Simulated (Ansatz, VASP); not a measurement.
**CO2 (CdI2 type (invented)) in two plane-wave programs**

One calculation is typed for both programs; each brings its own data sets. How far apart do they land? The cell is generated by rule, not measured, and may not be a known phase. Of the first pair: The two relaxations start from unlike cells of this crystal (the structure described is Ansatz's start), so only their ends are compared.

Program: Ansatz 0.2.0. Level of theory: plane waves, with VASP 6.6.1 beside it; relaxation of cell and atoms at PBEsol and zone-centre phonons at PBEsol. Results are calculated unless marked as measured.

## (1) The structure

It takes space group P-3m1 (No. 164, trigonal). Conventional cell: a = 2.263 Å, b = 2.263 Å, c = 4.748 Å, α = 90.00°, β = 90.00°, γ = 120.00°. C has 6 O at 1.60 Å nearest. Nearest to O lie 3 C at 1.60 Å. Farther neighbours and most contacts between anions are not listed.

As a file:

```cif
data_structure
_symmetry_space_group_name_H-M 'P-3m1'
_symmetry_Int_Tables_number 164
_cell_length_a 2.2627
_cell_length_b 2.2627
_cell_length_c 4.7475
_cell_angle_alpha 90.000
_cell_angle_beta 90.000
_cell_angle_gamma 120.000
_cell_volume 21.05
loop_
_atom_site_label
_atom_site_type_symbol
_atom_site_symmetry_multiplicity
_atom_site_Wyckoff_symbol
_atom_site_fract_x
_atom_site_fract_y
_atom_site_fract_z
_atom_site_occupancy
C1 C 1 a 0.00000 0.00000 0.00000 1
O1 O 2 d 0.33333 0.66667 0.19458 1
```

## (2) VASP: relaxation of cell and atoms, PBEsol

The relaxed volume is the usual yardstick between codes: in a stiff, nearly cubic crystal its relative difference is about their pressure difference at one cell divided by the bulk modulus.

Lines of VASP's logs that name or quote its potential files are left out, and so is its time.

The input, INCAR:

```
SYSTEM = CO2
PREC = Accurate
ENCUT = 600
EDIFF = 1E-07
NELM = 120
ISMEAR = 0
SIGMA = 0.1
LREAL = .FALSE.
ALGO = Normal
GGA = PS
NBANDS = 14
LORBIT = 11
LWAVE = .FALSE.
LCHARG = .FALSE.
ISIF = 3
IBRION = 2
NSW = 80
EDIFFG = -0.005
LASPH = .TRUE.
GGA_COMPAT = .FALSE.
NELMIN = 4
EFERMI = MIDGAP
KPAR = 2
```

The input, POSCAR:

```
CO2
1.0
    2.3487158030      0.0000000000      0.0000000000
   -1.1743579015      2.0340471926      0.0000000000
    0.0000000000      0.0000000000      5.0087403803
C O
1 2
Direct
    0.0000000000      0.0000000000      0.0000000000
    0.3333332483      0.6666664966      0.1746806265
    0.6666667517      0.3333335034      0.8253193735
```

The input, KPOINTS:

```
Automatic mesh
0
Gamma
9 9 4
0 0 0
```

The projector-augmented-wave data sets are C and O (PBE family, release 64).

Run with:

```sh
$ mpirun -np 2 vasp_std
```

Numbers of over 12 decimals in the logs are rounded to 6 here.

Output:

```text
[banner, memory and clock lines left out]
running    2 mpi-ranks, on    1 nodes
 distrk:  each k-point on    1 cores,    2 groups
 distr:  one band on    1 cores,    1 groups

 POSCAR found type information on POSCAR C O
 POSCAR found :  2 types and       3 ions
|                                                                             |
|               ----> ADVICE to this user running VASP <----                  |
|                                                                             |
|     You enforced a specific xc type in the INCAR file but a different       |
|     [... a line on the potential file left out ...]
|     I HOPE YOU KNOW WHAT YOU ARE DOING!                                     |
|                                                                             |

 LDA part: xc-table for (Slater+PW92), standard interpolation
 POSCAR, INCAR and KPOINTS ok, starting setup
 FFT: planning ... GRIDC
 FFT: planning ... GRID_SOFT
 FFT: planning ... GRID
 WAVECAR not read
 entering main loop
       N       E                     dE             d eps       ncg     rms          rms(c)
DAV:   1     0.730054763596E+02    0.73005E+02   -0.99917E+03  1204   0.127E+03
DAV:   2    -0.172902159608E+02   -0.90296E+02   -0.80191E+02  1592   0.259E+02
DAV:   3    -0.204694963511E+02   -0.31793E+01   -0.31501E+01  1360   0.495E+01
DAV:   4    -0.204895623496E+02   -0.20066E-01   -0.20063E-01  1528   0.426E+00
DAV:   5    -0.204897082858E+02   -0.14594E-03   -0.14593E-03  1372   0.342E-01    0.764E+00
DAV:   6    -0.193729210315E+02    0.11168E+01   -0.16247E+00  1384   0.175E+01    0.291E+00
DAV:   7    -0.193460460194E+02    0.26875E-01   -0.24040E-01  1342   0.483E+00    0.163E+00
DAV:   8    -0.193373103240E+02    0.87357E-02   -0.24230E-02  1582   0.172E+00    0.308E-01
DAV:   9    -0.193371385401E+02    0.17178E-03   -0.26576E-03  1360   0.543E-01    0.829E-02
DAV:  10    -0.193371386456E+02   -0.10556E-06   -0.43499E-04  1438   0.218E-01    0.231E-02
DAV:  11    -0.193371444035E+02   -0.57579E-05   -0.36871E-05  1372   0.565E-02    0.111E-02
DAV:  12    -0.193371466695E+02   -0.22659E-05   -0.52718E-06  1318   0.213E-02    0.245E-03
DAV:  13    -0.193371465870E+02    0.82425E-07   -0.38634E-07  1498   0.624E-03
   1 F= -.19337147E+02 E0= -.19337147E+02  d E =-.193371E+02
[... from here on, the cycles between the ionic steps are left out ...]
   2 F= -.19337142E+02 E0= -.19337142E+02  d E =0.506559E-05
   3 F= -.19337156E+02 E0= -.19337156E+02  d E =-.922615E-05
   4 F= -.19337163E+02 E0= -.19337163E+02  d E =-.679605E-05
   5 F= -.19337165E+02 E0= -.19337165E+02  d E =-.886021E-05
   6 F= -.19337168E+02 E0= -.19337168E+02  d E =-.294789E-05
   7 F= -.19337176E+02 E0= -.19337176E+02  d E =-.116172E-04
   8 F= -.19337193E+02 E0= -.19337193E+02  d E =-.285445E-04
   9 F= -.19337225E+02 E0= -.19337225E+02  d E =-.601427E-04
  10 F= -.19337280E+02 E0= -.19337280E+02  d E =-.115042E-03
  11 F= -.19337355E+02 E0= -.19337355E+02  d E =-.190117E-03
  12 F= -.19337384E+02 E0= -.19337384E+02  d E =-.288986E-04
  13 F= -.19337384E+02 E0= -.19337384E+02  d E =-.296368E-04
 curvature:  -1.17 expect dE=-0.138E-04 dE for cont linesearch -0.352E-08
 trial: gam= 0.32619 g(F)=  0.102E-04 g(S)=  0.161E-05 ort =-0.108E-05 (trialstep = 0.674E+00)
 search vector abs. value=  0.520E-04
 bond charge predicted
       N       E                     dE             d eps       ncg     rms          rms(c)
DAV:   1    -0.193374008063E+02   -0.16330E-04   -0.45047E-03  1204   0.567E-01    0.259E-02
DAV:   2    -0.193373924965E+02    0.83098E-05   -0.71187E-05  1426   0.793E-02    0.142E-02
DAV:   3    -0.193373874914E+02    0.50051E-05   -0.78234E-06  1516   0.272E-02    0.359E-03
DAV:   4    -0.193373874991E+02   -0.77603E-08   -0.64459E-07  1432   0.762E-03
  14 F= -.19337387E+02 E0= -.19337387E+02  d E =-.307226E-05
 trial-energy change:   -0.000003  1 .order   -0.000003   -0.000008    0.000001
 step:   0.5843(harm=  0.5843)  dis= 0.00045  next Energy=   -19.337388 (dE=-0.335E-05)
 reached required accuracy - stopping structural energy minimisation
```

OUTCAR, selected parts (step 2):

```text
ion  position               nearest neighbor table
   1  0.000  0.000  0.000-   2 1.61   3 1.61   2 1.61   3 1.61   3 1.61   2 1.61
   2  0.333  0.667  0.175-   1 1.61   1 1.61   1 1.61
   3  0.667  0.333  0.825-   1 1.61   1 1.61   1 1.61

  LATTYP: Found a hexagonal cell.
 ALAT       =     2.3487158030
 C/A-ratio  =     2.1325442499

 Subroutine GETGRP returns: Found 12 space group operations
 (whereof 12 operations were pure point group operations)

The static configuration has the point symmetry D_3d.

 Found     43 irreducible k-points:

   k-points           NKPTS =     43   k-points in BZ     NKDIM =     43   number of bands    NBANDS=     14

   dimension x,y,z NGX =    20 NGY =   20 NGZ =   40
   dimension x,y,z NGXF=    40 NGYF=   40 NGZF=   80

   ENCUT  =  600.0 eV  44.10 Ry    6.64 a.u.   4.69  4.69 10.00*2*pi/ulx,y,z

   NELECT =      16.0000    total number of electrons

 k-points in reciprocal lattice and weights: Automatic mesh
   0.00000000  0.00000000  0.00000000       0.003
   0.11111111  0.00000000  0.00000000       0.019
   0.22222222  0.00000000  0.00000000       0.019
   0.33333333  0.00000000  0.00000000       0.019
   0.44444444  0.00000000  0.00000000       0.019
   0.11111111  0.11111111  0.00000000       0.019
   0.22222222  0.11111111  0.00000000       0.037
   0.33333333  0.11111111  0.00000000       0.037
   0.44444444  0.11111111  0.00000000       0.019
[...]
0.33333333  0.22222222  0.50000000       0.037
   0.33333333  0.33333333  0.50000000       0.006

 average (electrostatic) potential at core
       1 -55.2932       2 -72.5742       3 -72.5742

 E-fermi :   4.6498

 k-point     1 :       0.0000    0.0000    0.0000
  band No.  band energies     occupation
    ...
      4       0.5309      2.00000
      5       0.5309      2.00000
      6       1.4420      2.00000
      7       1.7562      2.00000
      8       1.7562      2.00000
      9       8.5683      0.00000
     10       8.5809      0.00000
     11       9.4644      0.00000
     12       9.4644      0.00000
     13      14.0580      0.00000
    ...

 k-point     2 :       0.1111    0.0000    0.0000
  band No.  band energies     occupation
    ...
      4      -1.3463      2.00000
      5      -0.3537      2.00000
      6       0.9044      2.00000
      7       1.5797      2.00000
      8       2.1246      2.00000
      9       8.8828      0.00000
     10       9.3368      0.00000
     11       9.8835      0.00000
     12       9.9590      0.00000
     13      14.5068      0.00000
    ...

 k-point     3 :       0.2222    0.0000    0.0000
  band No.  band energies     occupation
    ...
      4      -3.8391      2.00000
      5      -1.6739      2.00000
      6      -0.9519      2.00000
      7       1.7188      2.00000
      8       2.2203      2.00000
      9       8.2195      0.00000
     10      10.3654      0.00000
     11      10.8236      0.00000
     12      11.7997      0.00000
     13      15.4988      0.00000
    ...

  Total       -0.0137291     -0.0137291     -0.0054116     -0.0000000      0.0000000     -0.0000000
  in kB       -0.9325224     -0.9325221     -0.3675740     -0.0000000      0.0000000     -0.0000000
  external PRESSURE =      -0.7442062 kB  Pullay stress =       0.0000000 kB

  energy-cutoff  :      600.00
  volume of cell :       23.59
      direct lattice vectors                 reciprocal lattice vectors
     2.348572776  0.000000000  0.000000000     0.425790510  0.245830309 -0.000000000
    -1.174286388  2.033923328 -0.000000000    -0.000000000  0.491660618 -0.000000000
    -0.000000000  0.000000000  4.938028534    -0.000000000 -0.000000000  0.202509968

 POSITION                                       TOTAL-FORCE (eV/Angst)
 -----------------------------------------------------------------------------------
     -0.00000      0.00000      4.93803         0.000000      0.000000      0.000000
      0.00000      1.35595      0.87468         0.000000      0.000000      0.000937
      1.17429      0.67797      4.06335        -0.000000     -0.000000     -0.000937
 -----------------------------------------------------------------------------------
    total drift:                               -0.000000      0.000000      0.000000

  FREE ENERGIE OF THE ION-ELECTRON SYSTEM (eV)
  ---------------------------------------------------
  free  energy   TOTEN  =       -19.3373874991 eV

  energy  without entropy=      -19.3373874991  energy(sigma->0) =      -19.33738750

 reached required accuracy - stopping structural energy minimisation

 total charge
# of ion       s       p       d       tot
------------------------------------------
    1        0.747   1.348   0.000   2.094
    2        1.596   3.417   0.000   5.013
    3        1.596   3.417   0.000   5.013
--------------------------------------------------
tot          3.938   8.182   0.000  12.120

[... 3 further parts left out ...]
```

CONTCAR:

```
CO2
   1.00000000000000
     2.3485727758311685    0.0000000000000001    0.0000000000000000
    -1.1742863879155840    2.0339233275064426   -0.0000000000000000
    -0.0000000000000001    0.0000000000000003    4.9380285342259311
  C               O
     1     2
Direct
     0.0000000000000000    0.0000000000000000    1.0000000000000000
     0.3333332483000007    0.6666664966000013    0.1771305253421356
     0.6666667516999993    0.3333335033999987    0.8228694746578644
```

The gap is read on the k-mesh alone, so it is an upper bound where the band edges lie off the mesh.

## (3) Ansatz: relaxation of cell and atoms, PBEsol

Ansatz runs on its default PAW (the set named soft_2) files.

Its own start cell and the same functional, mesh and smearing now go to Ansatz, which takes its cutoff from its data sets.

The input, input.yaml:

```yaml
crystal:
  lattice:
    - [2.26274, 0.0, 0.0]
    - [-1.13137, 1.95959, 0.0]
    - [0.0, 0.0, 4.74752]
  atoms:
    - { symbol: C, position: [0.0, 0.0, 0.0] }
    - { symbol: O, position: [0.333333, 0.666667, 0.194577] }
    - { symbol: O, position: [0.666667, 0.333333, 0.805423] }
kpoints:
  mp_grid: { grid: [9, 9, 4] }
hamiltonian:
  xc: pbesol
scf:
  occupations: { method: gaussian, width: 0.1 }
output:
  forces: true
  stress: true
  eigenvalues: true
relax:
  adjacent_minimum: "off"
  f_tol: 0.05
  max_steps: 80
  cell: { stress_tol: 0.5 }
```

Run with:

```sh
$ ansatz run input.yaml --threads 2 --pin off --max-ram 5120MiB --backend cpu --events-out ev --progress --plain --runs-dir out
```

Output:

```text
Warning: the atoms were moved onto the symmetric positions of the space group found under crystal.symmetry.tolerance 1.0e-5 (fractional; no operation is sought that the atoms, as they stand in a round, miss by more than twice it, and no atom is moved by as much as it), and the run uses the moved positions. Before a round's move an operation carried an atom to 2.26e-6 Å from where it should land, the largest such dist [...]
The last accepted step is kept in <dir> (removed where the run ends without a failure and the disk answers)
Engine: ansatz 0.2.0, aarch64-unknown-linux-gnu
Pseudopotentials: kind: paw
Pseudopotential: C, paw, valence charge 4, recommended cutoff 420 eV (normal), C.paw.azcp
Pseudopotential: O, paw, valence charge 6, recommended cutoff 420 eV (normal), O.paw.azcp
Functional definition: PBEsol
  exchange = pbesol_x
  correlation = pbesol_c
Crystal: 3 atoms, lattice volume = 21.051 Å³
Basis set: ecut = 420 eV, 411 PW (Γ), exchange–correlation on 32×32×64 points (8 copies of the dense FFT grid, shifted against one another)
Bands: 12, of which v1, the nominal top of the filled ones, is band 8 counted from 1 (7 counted from 0)
Symmetry: 12 space group operations
Space group: P-3m1 (ITA 164), of the structure as read, at distance tolerance 2.8e-5 Å
k-points: 43 of 324
Non-local potential: C, projectors of the file, l = 0: 2, l = 1: 2, l = 2: 1
Non-local potential: O, projectors of the file, l = 0: 2, l = 1: 2, l = 2: 1
PAW form: soft (Blöchl's): semilocal exchange-correlation on the pseudo side does not see the compensation charge
PAW frozen core: C, regenerated for the run's functional, and the local potential with it (the file was generated under x = pbe(κ = 0.804, μ = 0.219515), c = pbe(β = 0.066725))
PAW frozen core: O, regenerated for the run's functional, and the local potential with it (the file was generated under x = pbe(κ = 0.804, μ = 0.219515), c = pbe(β = 0.066725))
PAW one-centre angular grid: C, 110 points (default); XC on 64 Gauss nodes
PAW one-centre angular grid: O, 110 points (default); XC on 64 Gauss nodes
Initial density: superposition of atomic densities (neutral atoms: chi_scale 0, normalization atom), corrected by the library's trained network
Initial wavefunctions: pseudopotential atomic-orbital guess
[...]
iter 1 solved again at ethr=5.60e-6 eV; its pass at ethr=3.10e-3 eV (dr2=8.95e-4 eV) is discarded
SCF iter   1: F=—  HF=-1362.539148 eV  |F-HF|=—  |Δ(HF+E_count)|=         —  Δρ=4.13e-3  dr2=7.86e-4  ethr=5.60e-6  ⟨swp⟩=2.0  Hψ=3655  notcnv=0
preconditioner: auto → none  [insulator: Δε(μ)=4.839 eV  Ē_g=16.994 eV  σ=0.100 eV  W_gap=1.00  n_scr=4 (ndim 8)  ℏωp=30.4 eV  f_vac=0.196  D(μ)=0.00/eV (n_scr^D=0)  ε∞_Penn≈4.2]
SCF iter   2: F=—  HF=-1362.539082 eV  |F-HF|=—  |Δ(HF+E_count)|=   6.58e-5  Δρ=1.89e-3  dr2=1.52e-4  ethr=4.91e-6  ⟨swp⟩=2.6  Hψ=743  notcnv=0
SCF iter   3: F=—  HF=-1362.539086 eV  |F-HF|=—  |Δ(HF+E_count)|=   3.49e-6  Δρ=3.31e-4  dr2=9.17e-6  ethr=9.49e-7  ⟨swp⟩=1.2  Hψ=561  notcnv=0
SCF iter   4: F=—  HF=-1362.539086 eV  |F-HF|=—  |Δ(HF+E_count)|=   4.01e-7  Δρ=1.08e-4  dr2=2.52e-6  ethr=5.73e-8  ⟨swp⟩=2.1  Hψ=808  notcnv=0
SCF iter   5: F=-1362.539085 eV  HF=-1362.539085 eV  |F-HF|=2.67e-9  |Δ(HF+E_count)|=   5.71e-7  Δρ=2.98e-5  dr2=7.13e-8  ethr=1.87e-9  ⟨swp⟩=3.7  Hψ=2406  notcnv=0
SCF 11 converged in 5 iterations: F = -1362.539085 eV  dr2 = 7.13e-8
relax step  11: F+E_penalty+E_count = -1362.53908501 eV  Δ(F+E_penalty+E_count) = +2.528e-3 eV  max|allowed force component| = 1.487e-2 eV/Å  Δτ_max = 0.0119 Å  P = +0.069 GPa  Ω = 23.874 Å³  energy of the carried Pulay correction = -3.189e-3 eV  (5 SCF iters, dr2 threshold 3.00e-7 eV, accepted)
[...]
relax step  12: F+E_penalty+E_count = -1362.54284047 eV  Δ(F+E_penalty+E_count) = -3.755e-3 eV  max|allowed force component| = 1.412e-2 eV/Å  Δτ_max = 0.0000 Å  P = +0.143 GPa  Ω = 23.874 Å³  stress off target by 5.41e-1 GPa  SCF on the basis re-selected at this cell (its energy is not comparable with the rows above)  (5 SCF iters)
[...]
relax step  13: F+E_penalty+E_count = -1362.54066473 eV  Δ(F+E_penalty+E_count) = +2.176e-3 eV  max|allowed force component| = 7.983e-3 eV/Å  Δτ_max = 0.0098 Å  P = +0.068 GPa  Ω = 24.163 Å³  energy of the carried Pulay correction = -2.589e-3 eV  (5 SCF iters, dr2 threshold 3.00e-7 eV, accepted)
[...]
relax step  14: F+E_penalty+E_count = -1362.54312234 eV  Δ(F+E_penalty+E_count) = -2.458e-3 eV  max|allowed force component| = 7.194e-3 eV/Å  Δτ_max = 0.0000 Å  P = +0.119 GPa  Ω = 24.163 Å³  stress off target by 3.51e-1 GPa  SCF on the basis re-selected at this cell (its energy is not comparable with the rows above)  (5 SCF iters)
basis re-selected at this cell: Δ(F+E_penalty+E_count) = -2.458e-3 eV, ΔP = +0.051 GPa vs the last step (what re-selecting the basis moved, of the pressure what is left beyond the Pulay correction that the steps carried, after the strain that the cell walked since its last selection, with what the two solves' SCF thresholds leave and, on support functions, any second-order correction that the steps lacked; it is no m [...]
SCF converged after 5 iterations
Free energy (F): -1362.543122 eV
Harris-Foulkes:  -1362.543122 eV  (|F-HF|=1.53e-10)
Internal energy: -1362.543122 eV  (E = F + TS)
E sigma→0 (E₀):  -1362.543122 eV
Fermi energy:    7.180922 eV
--- Per-component energies (eV) ---
  E_band       = -56.744817
  E_kinetic    = 436.684253
  E_local      = -1206.213032  (includes V_loc(G=0)·N_el)
  E_nonlocal   = 121.701642
  E_hartree    = 455.912666
  E_xc         = -192.121656
  E_vxc        = -244.739124  (∫ρ·V_xc dr)
  E_paw        = -398.181055  (= ΣΔE_a)
  E_vpaw       = -76.008655  (= ΣTr[D̂ρ^β])
  E_aug_tail   = 0.004836  (compensation charges beyond the density's cutoff)
  E_ewald      = -580.422453
  E_core_change = 0.091676  (= ΣΔE_core)
  E_smearing   = -0.000000  (= −TS)
  E_closure    = -0.000000  (closes the sum)
  Σ components = -1362.543122   (vs F -1362.543122, Δ=0.00e0)
--- Forces (eV/Å), atoms counted from 1 ---
  atom   1  C      0.00000000     0.00000000     0.00000000
  atom   2  O      0.00000000    -0.00000000     0.00719380
  atom   3  O     -0.00000000     0.00000000    -0.00719380
  max |Σ_I F_I| component: 7.40e-17 eV/Å
--- Stress (GPa, compression-positive) ---
        0.002372      -0.000000      -0.000000
       -0.000000       0.002372      -0.000000
       -0.000000      -0.000000       0.351128
  P = ⅓ Tr σ = 0.1186 GPa (1.186 kbar)
--- Band table (eV; the first three rows and the last of 43) ---
  k-point 0: bands = [... 4 lower, 3.0606, 3.8540, 4.2942, 4.2942, 11.1436, 11.1831, 12.0232, 12.0232]
  k-point 1: bands = [... 4 lower, 3.0594, 3.4833, 4.2947, 4.2947, 11.1367, 11.4718, 12.0204, 12.0204]
  k-point 2: bands = [... 4 lower, 3.0594, 3.1081, 4.2965, 4.2965, 11.1377, 11.7472, 12.0181, 12.0181]
  k-point 42: bands = [... 4 lower, -2.4842, -2.2095, 4.0883, 4.0883, 11.8107, 15.1576, 15.1576, 15.4364]
--- Relaxed structure (9 steps of the walk, 9 accepted, 5 SCFs on fresh bases) ---
  F+E_penalty+E_count = -1362.54312234 eV   max|allowed force component| = 7.194e-3 eV/Å   (the final SCF, on the basis selected at the relaxed cell)
  cell:  # Å, volume = 24.1628 Å³
    - [2.345082, 0, 1.7591433054956745e-17]
    - [-1.172541, 2.030900, -8.795716527478311e-18]
    - [3.6909095663713806e-17, 0, 5.073428]
  atoms:
    - { symbol: C, position: [0, 0, -3.6539571733806433e-19] }
    - { symbol: O, position: [0.333333, 0.666667, 0.172254] }
    - { symbol: O, position: [0.666667, 0.333333, 0.827746] }
```

## (4) Comparison

Known differences besides the potentials themselves: the cutoff is 420 eV in Ansatz and 600 eV in VASP; Ansatz makes its cores anew for this functional, VASP keeps those of its PBE data sets; Ansatz adds a Pulay correction to the stress that steers its cell, VASP none. Total energies have different zeros and are not compared.

The two programs side by side:

| quantity | Ansatz | VASP | difference |
| --- | --- | --- | --- |
| volume (Å³) | 24.16 | 23.59 | +2.44 % |
| edge a after relaxation, in the typed setting (Å) | 2.345 | 2.349 | -0.15 % |
| edge c after relaxation, in the typed setting (Å) | 5.073 | 4.938 | +2.74 % |

(Part 1 of 2 ends here.)

[Lines on the potential files, build, host, timing and source positions are cut from VASP's logs without a mark.]

[Logs are printed without paths, hosts, clocks, repeated set-up lines and the standing remarks that a program may print on its own settings, such as how far it seeks lower states.]

[Hosts, paths, dates, database ids (printed as entryN), source tags and the programs' standing remarks are cut or masked in the printed files.]
